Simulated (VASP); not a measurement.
An input for Quantum ESPRESSO's pw.x (written as the equivalent of a VASP run, and not itself run):

```
&CONTROL
  calculation = 'vc-relax'
  pseudo_dir = './pseudo'
  outdir = './out'
  tprnfor = .true.
  tstress = .true.
  nstep = 60
  forc_conv_thr = 0.00039
/
&SYSTEM
  ibrav = 0
  nat = 2
  ntyp = 2
  ecutwfc = 110
  occupations = 'smearing'
  smearing = 'methfessel-paxton'
  degauss = 0.00735
  input_dft = 'pbesol'
/
&ELECTRONS
  conv_thr = 7.3e-08
  electron_maxstep = 100
/
&IONS
/
&CELL
/
ATOMIC_SPECIES
  La 138.905 La.upf
  Te 127.600 Te.upf
CELL_PARAMETERS angstrom
     3.8706812    0.0000000    0.0000000
     0.0000000    3.8706812   -0.0000000
     0.0000000    0.0000000    3.8706812
ATOMIC_POSITIONS crystal
  La   0.0000000  0.0000000  0.0000000
  Te   0.5000000  0.5000000  0.5000000
K_POINTS automatic
  9 9 9 0 0 0
```

**Question.** Translate this input to VASP (INCAR, KPOINTS, POSCAR, choice of POTCAR).

**Answer.** Several could match; the one computed here: 
**POSCAR**
```
LaTe
1
    3.8706811922     0.0000000000     0.0000000000
    0.0000000000     3.8706811922    -0.0000000000
    0.0000000000     0.0000000000     3.8706811922
La Te
1 1
Direct
  0.0000000000   0.0000000000   0.0000000000
  0.5000000000   0.5000000000   0.5000000000
```

### KPOINTS
```
Automatic
0
G
9 9 9
```

### INCAR
```
ALGO = Normal
EDIFF = 1E-6
EDIFFG = -0.01
ENCUT = 400
GGA = PS
IBRION = 2
ISIF = 3
ISMEAR = 1
LASPH = T
LCHARG = F
LMAXMIX = 6
LREAL = F
LWAVE = F
NELM = 100
NSW = 60
PREC = Accurate
SIGMA = 0.1
SYSTEM = LaTe
```

POTCAR, in this order: La Te (PBE.64 set). Program: vasp_std.

What does not carry over: the potentials are each code's own (VASP's PAW set, PseudoDojo norm-conserving files in pw.x), so ENCUT and ecutwfc are chosen apart and not converted; conv_thr bounds pw.x's estimated SCF error, while EDIFF bounds the energy change between steps; forc_conv_thr acts on force components and is met together with etot_conv_thr.

The structure was generated: LaTe was put into the CsCl type type (Pm-3m), which need not be its known phase. This run relaxes it. Symmetry was kept, so distortions that lower it aren't found. The start is the result of an earlier pass.
